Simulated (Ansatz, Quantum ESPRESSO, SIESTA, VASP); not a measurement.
# Code comparison for Ni3Fe (Pm-3m, 4 atoms in the cell)

Self-consistent single point.

```
CELL_PARAMETERS angstrom
      3.58763     0.00000     0.00000
      0.00000     3.58763     0.00000
      0.00000     0.00000     3.58763
ATOMIC_POSITIONS crystal
  Fe 0.00000 0.00000 0.00000
  Ni 0.00000 0.50000 0.50000
  Ni 0.50000 0.00000 0.50000
  Ni 0.50000 0.50000 0.00000
```
Moments meant for the start (each program seeds them in its own way; μB, in the order of the atoms Fe Ni Ni Ni): 3.0 0.5 0.5 0.5.

Shared settings, as Ansatz (a quantum-chemistry and plane-wave program) writes them: kpoints.mp_grid.grid = 6 6 6; scf.occupations.method = fermi_dirac; scf.occupations.width = 0.05 eV. Potentials and cutoffs stand in the table.

```tsv
code	model	pressure (GPa)	size of the net moment (μB/atom)	cutoff
Quantum ESPRESSO	PBE, PSlibrary ultrasoft (PBE) pseudopotentials	-6.25	1.23	55 Ry
Ansatz	PBE, default PAW files	-6.49	1.24	default
VASP	PBE, VASP's PBE PAW potentials (set 64)	-6.80	1.23	300 eV
SIESTA	GGA PBE, numerical atomic orbitals DZP, PseudoDojo PBE standard norm-conserving potentials (rewritten from UPF to PSML)	-8.25	1.25	grid 400 Ry
```

On Ansatz's run: the magnetic order is the one reached from the typed start; others were not searched systematically.

The spread over the programs that give each value: pressure within 2.00 GPa; size of the net moment within 0.02 μB/atom.

SIESTA uses small atom-centred bases, whose incompleteness enters pressures, forces and empty levels differently from a plane-wave cutoff. Ansatz's pressure is given at a fixed set of plane waves, as the other plane-wave codes print theirs; with its correction for the finite basis it is -6.43 GPa. In the pressure, SIESTA (by 1.76) lies more than 1 GPa from the median of the plane-wave programs.

On the base mesh (7 7 7) the same programs gave: Ansatz pressure -6.22 GPa; Quantum ESPRESSO pressure -6.01 GPa; SIESTA pressure -8.07 GPa; VASP pressure -6.50 GPa.

VASP's run is marked for a possible Pulay error in its stress at this cutoff; no cutoff test was made.

The starting cell has typed, rounded lattice constants, without a prior relaxation at this level. Its lattice was rescaled by a random factor within 2.5 % of one.

Left out of this page: Elk and FLEUR (not drawn, or without a comparable value).

Keys are those of Ansatz 0.2.
